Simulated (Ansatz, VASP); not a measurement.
# Cross-check of InGe10H (Ge(111)-(1x1)-In, T4 site, H below) between VASP and Ansatz

Wanted: the spread between two codes on one cell, functional and k mesh. Of the first pair: The cell is taken from a series of runs on this material, whose earlier steps may have relaxed, scaled, displaced or heated it; both programs get it as it stands.

Program: Ansatz 0.2.0. Level of theory: plane waves, with VASP 6.6.1 beside it; single point at PBE. Results are calculated unless marked as measured.

## (1) Starting point

The cell holds 12 atoms: 1 H, 10 Ge and 1 In. Its edges and angles: a = 4.002 Å, b = 4.002 Å, c = 34.988 Å, α = 90.0°, β = 90.0°, γ = 120.0°. Vacuum lies along c.

## (2) VASP: single point, PBE, pair 1

With cell and atoms fixed, the geometry can't cause a difference; cores, projectors, grids and the points listed under the comparison can.

Lines of VASP's logs that name or quote its potential files are left out, and so is its time.

INCAR

```
SYSTEM = InGe10H
PREC = Accurate
ENCUT = 410
EDIFF = 1E-06
NELM = 120
ISMEAR = -1
SIGMA = 0.05
LREAL = .FALSE.
ALGO = Normal
GGA = PE
NBANDS = 95
LORBIT = 11
LWAVE = .FALSE.
LCHARG = .FALSE.
ISIF = 2
LDIPOL = .TRUE.
IDIPOL = 3
DIPOL = 0.5 0.5 0.501
LVHAR = .TRUE.
LASPH = .TRUE.
GGA_COMPAT = .FALSE.
NELMDL = -8
KPAR = 2
```

POSCAR

```
InGe10H
1.0
    4.0022243830      0.0000000000      0.0000000000
   -2.0011121915      3.4660279874      0.0000000000
    0.0000000000      0.0000000000     34.9881607254
H Ge In
1 10 1
Direct
    0.0000000000      0.0000000000      0.2555890957
    0.0000000000      0.0000000000      0.3001015138
    0.6666666667      0.3333333333      0.3234508587
    0.6666666667      0.3333333333      0.3934988933
    0.3333333333      0.6666666667      0.4168482382
    0.3333333333      0.6666666667      0.4880415699
    0.0000000000      0.0000000000      0.5126651574
    0.0000000000      0.0000000000      0.5839267864
    0.6666666667      0.3333333333      0.6083941906
    0.6666666667      0.3333333333      0.6797996882
    0.3333333333      0.6666666667      0.7091930583
    0.6666666667      0.3333333333      0.7703565232
```

KPOINTS

```
Automatic mesh
0
Gamma
12 12 1
0 0 0
```

The projector-augmented-wave data sets are H, Ge_d and In_d (PBE family, release 64).

Started as:

```sh
> mpirun -np 2 vasp_std
```

Numbers of over 12 decimals in the logs are rounded to 6 here.

The program printed:

```text
[banner, memory and clock lines left out]
running    2 mpi-ranks, on    1 nodes
 distrk:  each k-point on    1 cores,    2 groups
 distr:  one band on    1 cores,    1 groups

 POSCAR found type information on POSCAR H GeIn
 POSCAR found :  3 types and      12 ions
 LDA part: xc-table for (Slater+PW92), standard interpolation
 POSCAR, INCAR and KPOINTS ok, starting setup
 FFT: planning ... GRIDC
 FFT: planning ... GRID_SOFT
 FFT: planning ... GRID
 WAVECAR not read
 entering main loop
       N       E                     dE             d eps       ncg     rms          rms(c)
DAV:   1     0.182830404268E+04    0.18283E+04   -0.67030E+04  4640   0.303E+03
DAV:   2     0.330504808506E+03   -0.14978E+04   -0.14395E+04  3954   0.902E+02
DAV:   3    -0.152223352332E+02   -0.34573E+03   -0.33548E+03  4314   0.242E+02
DAV:   4    -0.494118349319E+02   -0.34189E+02   -0.33804E+02  4300   0.861E+01
DAV:   5    -0.511231495220E+02   -0.17113E+01   -0.17069E+01  4572   0.222E+01
DAV:   6    -0.512053111763E+02   -0.82162E-01   -0.82151E-01  5464   0.437E+00
DAV:   7    -0.512067878834E+02   -0.14767E-02   -0.14767E-02  5860   0.524E-01
DAV:   8    -0.512068409427E+02   -0.53059E-04   -0.53059E-04  5535   0.924E-02    0.763E+00
DAV:   9    -0.506309056850E+02    0.57594E+00   -0.30015E+00  4926   0.284E+01    0.448E+00
DAV:  10    -0.618548416221E+02   -0.11224E+02   -0.26812E+01  5140   0.696E+01    0.871E+00
DAV:  11    -0.503867279003E+02    0.11468E+02   -0.12243E+02  6004   0.223E+01    0.190E+00
DAV:  12    -0.502580815818E+02    0.12865E+00   -0.27213E+00  5356   0.884E+00    0.792E-01
DAV:  13    -0.502290370002E+02    0.29045E-01   -0.35466E-01  4822   0.405E+00    0.643E-01
DAV:  14    -0.502173026190E+02    0.11734E-01   -0.73233E-02  4900   0.201E+00    0.555E-01
[...]
DAV:  26    -0.501813999726E+02   -0.67031E-04   -0.13822E-05  4405   0.646E-02    0.828E-03
DAV:  27    -0.501814382198E+02   -0.38247E-04   -0.95136E-06  4284   0.534E-02    0.680E-03
DAV:  28    -0.501814526134E+02   -0.14394E-04   -0.15530E-05  4101   0.299E-02    0.473E-03
DAV:  29    -0.501814625915E+02   -0.99782E-05   -0.22589E-06  3314   0.407E-02    0.329E-03
DAV:  30    -0.501814669884E+02   -0.43968E-05   -0.19826E-06  2973   0.104E-02    0.230E-03
DAV:  31    -0.501814700373E+02   -0.30489E-05   -0.62920E-07  2646   0.176E-02    0.126E-03
DAV:  32    -0.501814738669E+02   -0.38296E-05   -0.29086E-07  2694   0.104E-02    0.998E-04
DAV:  33    -0.501814745303E+02   -0.66343E-06   -0.15101E-07  2484   0.498E-03
   1 F= -.50181475E+02 E0= -.50177889E+02  d E =-.717164E-02
```

OUTCAR, selected parts (step 2):

```text
ion  position               nearest neighbor table
   1  0.000  0.000  0.256-   2 1.56
   2  0.000  0.000  0.300-   1 1.56   3 2.45   3 2.45   3 2.45
   3  0.667  0.333  0.323-   4 2.45   2 2.45   2 2.45   2 2.45
   4  0.667  0.333  0.393-   3 2.45   5 2.45   5 2.45   5 2.45
   5  0.333  0.667  0.417-   4 2.45   4 2.45   4 2.45   6 2.49
   6  0.333  0.667  0.488-   7 2.47   7 2.47   7 2.47   5 2.49
   7  0.000  0.000  0.513-   6 2.47   6 2.47   6 2.47   8 2.49
   8  0.000  0.000  0.584-   9 2.46   9 2.46   9 2.46   7 2.49
   9  0.667  0.333  0.608-   8 2.46   8 2.46   8 2.46  10 2.50
  10  0.667  0.333  0.680-   9 2.50  11 2.53  11 2.53  11 2.53  12 3.17
  11  0.333  0.667  0.709-  10 2.53  10 2.53  10 2.53  12 3.15  12 3.15  12 3.15
  12  0.667  0.333  0.770-  11 3.15  11 3.15  11 3.15  10 3.17

  LATTYP: Found a hexagonal cell.
 ALAT       =     4.0022243830
 C/A-ratio  =     8.7421786929

 Subroutine GETGRP returns: Found  6 space group operations
 (whereof  6 operations were pure point group operations)

The static configuration has the point symmetry C_3v.

 Found     19 irreducible k-points:

   k-points           NKPTS =     19   k-points in BZ     NKDIM =     19   number of bands    NBANDS=     95

   dimension x,y,z NGX =    28 NGY =   28 NGZ =  240
   dimension x,y,z NGXF=    56 NGYF=   56 NGZF=  480

   ENCUT  =  410.0 eV  30.13 Ry    5.49 a.u.   6.61  6.61 57.77*2*pi/ulx,y,z

   NELECT =     154.0000    total number of electrons

 k-points in reciprocal lattice and weights: Automatic mesh
   0.00000000  0.00000000  0.00000000       0.007
   0.08333333  0.00000000  0.00000000       0.042
   0.16666667  0.00000000  0.00000000       0.042
   0.25000000  0.00000000  0.00000000       0.042
   0.33333333 -0.00000000  0.00000000       0.042
   0.41666667  0.00000000  0.00000000       0.042
   0.50000000  0.00000000  0.00000000       0.021
   0.08333333  0.08333333  0.00000000       0.042
   0.16666667  0.08333333  0.00000000       0.083
[...]
0.33333333  0.25000000  0.00000000       0.083
   0.33333333  0.33333333  0.00000000       0.014

 dipolmoment           0.000000      0.000000     -0.041331 electrons x Angstroem

 average (electrostatic) potential at core
       1 -36.2618       2 -78.3783       3 -78.3984       4 -78.4916       5 -78.4918
       6 -78.4203       7 -78.4240       8 -78.4248       9 -78.4357      10 -78.4255
      11 -78.1913      12-100.6957

 E-fermi :   0.8243

 k-point     1 :       0.0000    0.0000    0.0000
  band No.  band energies     occupation
    ...
     73       0.4466      1.99895
     74       0.5776      1.98571
     75       0.5776      1.98571
     76       0.8460      0.78590
     77       0.8460      0.78589
     78       1.1488      0.00303
     79       1.2277      0.00063
     80       1.4951      0.00000
     81       1.7037      0.00000
     82       1.7945      0.00000
    ...

 k-point     2 :       0.0833    0.0000    0.0000
  band No.  band energies     occupation
    ...
     73       0.0099      2.00000
     74       0.1048      2.00000
     75       0.4345      1.99918
     76       0.6369      1.95391
     77       0.7098      1.81592
     78       1.9520      0.00000
     79       1.9881      0.00000
     80       2.2155      0.00000
     81       2.2934      0.00000
     82       2.5535      0.00000
    ...

 k-point     3 :       0.1667    0.0000    0.0000
  band No.  band energies     occupation
    ...
     73      -0.4369      2.00000
     74      -0.2576      2.00000
     75       0.0865      2.00000
     76       0.3749      1.99975
     77       0.5135      1.99601
     78       2.1307      0.00000
     79       2.5246      0.00000
     80       2.6229      0.00000
     81       2.6901      0.00000
     82       2.8174      0.00000
    ...

  Total        2.1417693      2.1417693      0.0562840      0.0000000      0.0000000      0.0000000
  in kB        7.0701506      7.0701506      0.1857979      0.0000000      0.0000000      0.0000000
  external PRESSURE =       4.7753664 kB  Pullay stress =       0.0000000 kB

  energy-cutoff  :      410.00
  volume of cell :      485.35
      direct lattice vectors                 reciprocal lattice vectors
     4.002224383  0.000000000  0.000000000     0.249861053  0.144257346  0.000000000
    -2.001112191  3.466027987  0.000000000     0.000000000  0.288514693  0.000000000
     0.000000000  0.000000000 34.988160725     0.000000000  0.000000000  0.028581097

 POSITION                                       TOTAL-FORCE (eV/Angst)
 -----------------------------------------------------------------------------------
      0.00000      0.00000      8.94259        -0.000000     -0.000000      0.020851
      0.00000      0.00000     10.50000         0.000000      0.000000     -0.025112
      2.00111      1.15534     11.31695        -0.000000     -0.000000     -0.208677
      2.00111      1.15534     13.76780         0.000000     -0.000000     -0.061926
     -0.00000      2.31069     14.58475        -0.000000      0.000000      0.278185
     -0.00000      2.31069     17.07568        -0.000000      0.000000      0.004814
      0.00000      0.00000     17.93721        -0.000000     -0.000000     -0.003024
      0.00000      0.00000     20.43052         0.000000      0.000000      0.002900
      2.00111      1.15534     21.28659         0.000000     -0.000000      0.002901
      2.00111      1.15534     23.78494        -0.000000     -0.000000     -0.014462
     -0.00000      2.31069     24.81336         0.000000     -0.000000      0.004939
      2.00111      1.15534     26.95336        -0.000000      0.000000     -0.001387
 -----------------------------------------------------------------------------------
    total drift:                                0.000004     -0.000006      0.006671

  FREE ENERGIE OF THE ION-ELECTRON SYSTEM (eV)
  ---------------------------------------------------
  free  energy   TOTEN  =       -50.1814745303 eV

  energy  without entropy=      -50.1743028949  energy(sigma->0) =      -50.17788871

 vacuum level on the upper side and lower side of the slab         4.551         5.088

 total charge
# of ion       s       p       d       tot
------------------------------------------
    1        0.534   0.012   0.000   0.546
    2        1.109   1.319  10.035  12.464
    3        1.121   1.277  10.021  12.419
    4        1.127   1.265  10.023  12.415
    5        1.131   1.251  10.021  12.403
    6        1.133   1.237  10.019  12.390
    7        1.134   1.234  10.019  12.388
    8        1.135   1.234  10.020  12.389
    9        1.138   1.225  10.020  12.383
   10        1.148   1.164  10.020  12.333
   11        1.156   1.157  10.002  12.316
   12        1.102   0.307   9.843  11.252
--------------------------------------------------
tot         12.970  12.683 110.044 135.697

[... 3 further parts left out ...]
```

## (3) Ansatz: single point, PBE, pair 1

Ansatz runs on its default PAW (the set named soft_2) files.

The same cell, functional, mesh and smearing now go to Ansatz, which takes its cutoff from its data sets.

input.yaml

```yaml
crystal:
  lattice:
    - [4.002224383, 0.0, 0.0]
    - [-2.0011121915, 3.4660279874, 0.0]
    - [0.0, 0.0, 34.9881607254]
  atoms:
    - { symbol: H, position: [0.0, 0.0, 0.2555890957] }
    - { symbol: Ge, position: [0.0, 0.0, 0.3001015138] }
    - { symbol: Ge, position: [0.6666666667, 0.3333333333, 0.3234508587] }
    - { symbol: Ge, position: [0.6666666667, 0.3333333333, 0.3934988933] }
    - { symbol: Ge, position: [0.3333333333, 0.6666666667, 0.4168482382] }
    - { symbol: Ge, position: [0.3333333333, 0.6666666667, 0.4880415699] }
    - { symbol: Ge, position: [0.0, 0.0, 0.5126651574] }
    - { symbol: Ge, position: [0.0, 0.0, 0.5839267864] }
    - { symbol: Ge, position: [0.6666666667, 0.3333333333, 0.6083941906] }
    - { symbol: Ge, position: [0.6666666667, 0.3333333333, 0.6797996882] }
    - { symbol: Ge, position: [0.3333333333, 0.6666666667, 0.7091930583] }
    - { symbol: In, position: [0.6666666667, 0.3333333333, 0.7703565232] }
kpoints:
  mp_grid: { grid: [12, 12, 1] }
  band_path:
    path: [[0, 0, 0], [0.5, 0, 0], [0.33333333, 0.33333333, 0], [0, 0, 0]]
    npoints: 24
hamiltonian:
  xc: pbe
scf:
  occupations: { method: fermi_dirac, width: 0.05 }
  convergence: { dr2_threshold: 1.0e-09 }
efield:
  axis: 3
  dipole_correction: true
  ramp_position: 0.97
  ramp_width: 0.06
output:
  fatbands: true
  dos: { projected: true, e_range: [-8, 5] }
  write_potential: true
  write_density: true
  volumetric_format: npy
  elf: true
```

Started as:

```sh
> ansatz run input.yaml --threads 4 --pin off --max-ram 12288MiB --backend cpu --events-out ev --progress --plain --runs-dir out
```

The program printed:

```text
Engine: ansatz 0.2.0, aarch64-unknown-linux-gnu
Pseudopotentials: kind: paw
Pseudopotential: H, paw, valence charge 1, recommended cutoff 420 eV (normal), H.paw.azcp
Pseudopotential: Ge, paw, valence charge 14, recommended cutoff 420 eV (normal), Ge.paw.azcp
Pseudopotential: In, paw, valence charge 13, recommended cutoff 420 eV (normal), In.paw.azcp
Functional definition: PBE
  parameter kappa = 0.804
  parameter beta = 0.066725
  exchange = pbe_x(kappa = kappa, mu = beta*pi^2/3)
  correlation = pbe_c(beta = beta)
Crystal: 12 atoms, lattice volume = 485.350 Å³
Basis set: ecut = 420 eV, 9549 PW (Γ)
Bands: 93, of which v1, the nominal top of the filled ones, is band 77 counted from 1 (76 counted from 0)
Symmetry: 6 space group operations
Space group: P3m1 (ITA 156), of the structure as read, at distance tolerance 7.9e-5 Å
k-points: 19 of 144 (time reversal used)
Non-local potential: H, projectors of the file, l = 0: 2, l = 1: 1
Non-local potential: Ge, projectors of the file, l = 0: 2, l = 1: 2, l = 2: 3, l = 3: 1
Non-local potential: In, projectors of the file, l = 0: 2, l = 1: 2, l = 2: 2, l = 3: 2
PAW form: soft (Blöchl's): semilocal exchange-correlation on the pseudo side does not see the compensation charge
PAW one-centre angular grid: H, 110 points (default); XC on 64 Gauss nodes
PAW one-centre angular grid: Ge, 590 points (default); XC on 64 Gauss nodes
PAW one-centre angular grid: In, 590 points (default); XC on 64 Gauss nodes
Initial density: superposition of atomic densities (neutral atoms: chi_scale 0, normalization atom), corrected by the library's trained network
Initial wavefunctions: pseudopotential atomic-orbital guess
Functional: x = pbe(κ = 0.804, μ = 0.219515), c = pbe(β = 0.066725)
SCF iter   1: F=—  HF=-48562.650297 eV  |F-HF|=—  |Δ(HF+E_count)|=         —  Δρ=2.16e-3  dr2=4.54e-1  ethr=1.77e-3  p=0.085 e·Å  D=3.17e-2 V/Å  ΔV_dip=-1.11 eV  dr2_dipole=1.08e-1  V_vac-E_F(+/−)=3.32/4.43 eV  ⟨swp⟩=6.1  Hψ=6345  notcnv=0  defer=56
efield: sawtooth ramp at fractional position 0.9700 (set: `efield.ramp_position`, or a place that a band, a saddle search or an elastic batch's reference lends), width 0.0600; the density the first Hamiltonian is built on has a dipole p = 0.085 e·Å; the dipole correction subtracts the counter field D = 3.17e-2 V/Å, which shifts the + side's vacuum level by -1.11 eV against the − side's; the planar-averaged density in the ramp window peaks in size at 4.7e-5 e/Å³
preconditioner: auto → LDOS  [metal: Δε(μ)=0.058 eV  Ē_g=21.425 eV  σ=0.050 eV  W_gap=0.28  n_scr=114 (ndim 8)  ℏωp=20.9 eV  f_vac=0.436  D(μ)=1.12/eV (n_scr^D=6)  β→1.0]
SCF iter   2: F=—  HF=-48562.667728 eV  |F-HF|=—  |Δ(HF+E_count)|=   1.74e-2  Δρ=2.61e-3  dr2=5.53e-1  ethr=2.95e-4  p=0.037 e·Å  D=1.37e-2 V/Å  ΔV_dip=-0.48 eV  dr2_dipole=1.10e-2  V_vac-E_F(+/−)=4.10/4.58 eV  ⟨swp⟩=3.0  Hψ=2807  notcnv=0  defer=151
SCF iter   3: F=—  HF=-48562.619390 eV  |F-HF|=—  |Δ(HF+E_count)|=   4.83e-2  Δρ=6.94e-4  dr2=4.12e-2  ethr=2.95e-4  p=0.032 e·Å  D=1.20e-2 V/Å  ΔV_dip=-0.42 eV  dr2_dipole=5.67e-3  V_vac-E_F(+/−)=3.84/4.26 eV  ⟨swp⟩=2.4  Hψ=1932  notcnv=0  defer=151
SCF iter   4: F=—  HF=-48562.616870 eV  |F-HF|=—  |Δ(HF+E_count)|=   2.52e-3  Δρ=2.96e-4  dr2=3.91e-3  ethr=2.67e-5  p=0.048 e·Å  D=1.78e-2 V/Å  ΔV_dip=-0.62 eV  dr2_dipole=3.13e-4  V_vac-E_F(+/−)=3.72/4.34 eV  ⟨swp⟩=1.7  Hψ=2076  notcnv=0  defer=152
SCF iter   5: F=—  HF=-48562.616318 eV  |F-HF|=—  |Δ(HF+E_count)|=   5.53e-4  Δρ=9.80e-5  dr2=1.07e-4  ethr=2.54e-6  p=0.041 e·Å  D=1.53e-2 V/Å  ΔV_dip=-0.54 eV  dr2_dipole=1.22e-5  V_vac-E_F(+/−)=3.73/4.26 eV  ⟨swp⟩=2.0  Hψ=1916  notcnv=0  defer=148
SCF iter   6: F=—  HF=-48562.616354 eV  |F-HF|=—  |Δ(HF+E_count)|=   3.63e-5  Δρ=4.14e-5  dr2=3.32e-5  ethr=6.96e-8  p=0.042 e·Å  D=1.55e-2 V/Å  ΔV_dip=-0.54 eV  dr2_dipole=3.31e-7  V_vac-E_F(+/−)=3.73/4.27 eV  ⟨swp⟩=2.7  Hψ=2117  notcnv=0  defer=148
SCF iter   7: F=—  HF=-48562.616355 eV  |F-HF|=—  |Δ(HF+E_count)|=   8.67e-7  Δρ=1.45e-5  dr2=1.87e-6  ethr=2.15e-8  p=0.041 e·Å  D=1.54e-2 V/Å  ΔV_dip=-0.54 eV  dr2_dipole=1.54e-7  V_vac-E_F(+/−)=3.73/4.26 eV  ⟨swp⟩=2.0  Hψ=1939  notcnv=0  defer=148
SCF iter   8: F=—  HF=-48562.616409 eV  |F-HF|=—  |Δ(HF+E_count)|=   5.41e-5  Δρ=5.37e-6  dr2=4.41e-7  ethr=1.21e-9  p=0.041 e·Å  D=1.53e-2 V/Å  ΔV_dip=-0.54 eV  dr2_dipole=8.88e-8  V_vac-E_F(+/−)=3.73/4.26 eV  ⟨swp⟩=2.0  Hψ=2228  notcnv=0  defer=148
SCF iter   9: F=—  HF=-48562.616409 eV  |F-HF|=—  |Δ(HF+E_count)|=   1.35e-7  Δρ=2.38e-6  dr2=9.86e-8  ethr=2.87e-10  p=0.041 e·Å  D=1.53e-2 V/Å  ΔV_dip=-0.54 eV  dr2_dipole=8.23e-10  V_vac-E_F(+/−)=3.73/4.26 eV  ⟨swp⟩=2.0  Hψ=1947  notcnv=0  defer=148
SCF iter  10: F=—  HF=-48562.616409 eV  |F-HF|=—  |Δ(HF+E_count)|=   2.17e-8  Δρ=1.08e-6  dr2=1.01e-8  ethr=6.40e-11  p=0.041 e·Å  D=1.53e-2 V/Å  ΔV_dip=-0.54 eV  dr2_dipole=1.34e-9  V_vac-E_F(+/−)=3.73/4.26 eV  ⟨swp⟩=2.0  Hψ=1923  notcnv=0  defer=148
SCF iter  11: F=—  HF=-48562.616409 eV  |F-HF|=—  |Δ(HF+E_count)|=   8.03e-9  Δρ=4.23e-7  dr2=1.32e-9  ethr=6.58e-12  p=0.041 e·Å  D=1.53e-2 V/Å  ΔV_dip=-0.54 eV  dr2_dipole=3.44e-11  V_vac-E_F(+/−)=3.73/4.26 eV  ⟨swp⟩=2.1  Hψ=2139  notcnv=0  defer=148
SCF iter  12: F=-48562.616409 eV  HF=-48562.616409 eV  |F-HF|=3.49e-10  |Δ(HF+E_count)|=   1.08e-9  Δρ=1.48e-7  dr2=2.22e-10  ethr=1.00e-12  p=0.041 e·Å  D=1.53e-2 V/Å  ΔV_dip=-0.54 eV  dr2_dipole=1.40e-11  V_vac-E_F(+/−)=3.73/4.26 eV  ⟨swp⟩=11.8  Hψ=5280  notcnv=0
SCF 1 converged in 12 iterations: F = -48562.616409 eV  dr2 = 2.22e-10
  greatest PAW one-centre occupation: 0.998 electrons in one spin orbital (limit 2), on the Ge atom at site 9 (counted from 0), in its partial waves of l = 2
NSCF: frozen V_eff on 73 k-points
efield: sawtooth ramp at fractional position 0.9700 (kept from the solve that this one continues, or follows in the run), width 0.0600; the density the first Hamiltonian is built on has a dipole p = 0.041 e·Å; the dipole correction subtracts the counter field D = 1.53e-2 V/Å, which shifts the + side's vacuum level by -0.54 eV against the − side's; the planar-averaged density in the ramp window peaks in size at 2.5e-5 e/Å³
WARN: The output density's exchange-correlation potential varies sharply where the density is thin. Do not read a vacuum level from v_tot or v_xc, or from such a field of the output density. On a cell that repeats whose density bears no net charge and no dipole along the vacuum's axis use v_es (v_loc + v_h of the components); under efield.dipole_correction with no amplitude use v_es + v_field, which holds any externa [...]
SCF converged after 12 iterations
Free energy (F): -48562.616409 eV
Harris-Foulkes:  -48562.616409 eV  (|F-HF|=3.49e-10)
Internal energy: -48562.609174 eV  (E = F + TS)
E sigma→0 (E₀):  -48562.612791 eV
Entropy (-TS):   -0.007235 eV (-0.603 meV/atom)
Fermi energy:    2.648400 eV
Dipole field:    D = 0.015352 V/Å  (p = 0.041179 e·Å, saw-weighted, corrected)
Work function:   Φ+ = 3.7273 eV   Φ− = 4.2646 eV
Levels:          The Fermi level and band energies are counted from a zero that moves with the ramp; work functions are not
--- Per-component energies (eV) ---
  E_band       = -2430.018783
  E_kinetic    = 1363.783576
  E_local      = -230153.487991  (includes V_loc(G=0)·N_el)
  E_nonlocal   = 4551.093812
  E_hartree    = 112994.320982
  E_xc         = -978.447081
  E_vxc        = -754.302783  (∫ρ·V_xc dr)
  E_paw        = -24348.372812  (= ΣΔE_a)
  E_vpaw       = -3423.875907  (= ΣTr[D̂ρ^β])
  E_aug_tail   = 0.001978  (compensation charges beyond the density's cutoff)
  E_efield     = 0.000316  (sawtooth field / dipole correction)
  E_vefield    = -1.875703  (∫n·V_field dr)
  E_ewald      = 88008.498047
  E_smearing   = -0.007235  (= −TS)
  E_closure    = -0.000000  (closes the sum)
  Σ components = -48562.616409   (vs F -48562.616409, Δ=0.00e0)
--- Band table (eV; the first three rows and the last of 19) ---
  k-point 0: bands = [... 73 lower, 2.4043, 2.4043, 2.6720, 2.6720, 2.9741, 3.0504, 3.3167, 3.5263, ... 12 higher]
  k-point 1: bands = [... 73 lower, 1.9312, 2.2612, 2.4612, 2.5358, 3.7751, 3.8126, 4.0376, 4.1164, ... 12 higher]
  k-point 2: bands = [... 73 lower, 1.5686, 1.9130, 2.2008, 2.3370, 3.9539, 4.3477, 4.4455, 4.5121, ... 12 higher]
  k-point 18: bands = [... 73 lower, 0.1315, 0.1403, 0.5830, 0.7931, 2.6808, 4.0645, 4.2911, 4.5656, ... 12 higher]
```

(Part 1 of 2 ends here.)

[Lines on the potential files, build, host, timing and source positions are cut from VASP's logs without a mark.]

[Logs are printed without paths, hosts, clocks, repeated set-up lines and the standing remarks that a program may print on its own settings, such as how far it seeks lower states.]

[Hosts, paths, dates, database ids (printed as entryN), source tags and the programs' standing remarks are cut or masked in the printed files.]
